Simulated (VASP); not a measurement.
Input for VASP

POSCAR:
```
NbC
1.0
  0.0000000000   2.5920000000   2.5920000000
  2.5920000000   0.0000000000   2.5920000000
  2.5920000000   2.5920000000   0.0000000000
Nb C
1 1
direct
  0.0000000000   0.0000000000   0.0000000000
  0.5000000000   0.5000000000   0.5000000000
```

### KPOINTS
```
Automatic mesh
0
Gamma
11 11 11
0 0 0
```

INCAR:
```
! general
SYSTEM =NbC
PREC   =Accurate
ENCUT  =520
LREAL  =.FALSE.
LASPH  =.TRUE.

! electronic loop
EDIFF  =1E-6
NELM   =100
ALGO   =Normal
LMAXMIX=4

! smearing
ISMEAR =1
SIGMA  =0.1

! functional
GGA    =PS

! ions
IBRION =2
NSW    =60
ISIF   =3
EDIFFG =-0.01

! output
LWAVE  =.FALSE.
LCHARG =.FALSE.
```

POTCAR, in this order: Nb_sv C (PBE.64 set). Program: vasp_std.

**Question.** Translate this PBEsol calculation to Quantum ESPRESSO's pw.x.

**Answer.** One equivalent input (not run):
```
&CONTROL
  calculation = 'vc-relax'
  pseudo_dir = './pseudo'
  outdir = './out'
  tprnfor = .true.
  tstress = .true.
  nstep = 60
  forc_conv_thr = 0.00039
/
&SYSTEM
  ibrav = 0
  nat = 2
  ntyp = 2
  ecutwfc = 82
  occupations = 'smearing'
  smearing = 'methfessel-paxton'
  degauss = 0.00735
  input_dft = 'pbesol'
/
&ELECTRONS
  conv_thr = 7.3e-08
  electron_maxstep = 100
/
&IONS
/
&CELL
/
ATOMIC_SPECIES
  Nb 92.906 Nb.upf
  C 12.011 C.upf
CELL_PARAMETERS angstrom
     0.0000000    2.5920000    2.5920000
     2.5920000    0.0000000    2.5920000
     2.5920000    2.5920000    0.0000000
ATOMIC_POSITIONS crystal
  Nb   0.0000000  0.0000000  0.0000000
  C    0.5000000  0.5000000  0.5000000
K_POINTS automatic
  11 11 11 0 0 0
```
Limits of the translation: the potentials are each code's own (VASP's PAW set, PseudoDojo norm-conserving files in pw.x), so ENCUT and ecutwfc are chosen apart and not converted; conv_thr bounds pw.x's estimated SCF error, while EDIFF bounds the energy change between steps; forc_conv_thr acts on force components and is met together with etot_conv_thr.

The structure was generated: NbC was put into the rock salt type (Fm-3m), which need not be its known phase. This run relaxes it. Symmetry was kept, so distortions that lower it aren't found.
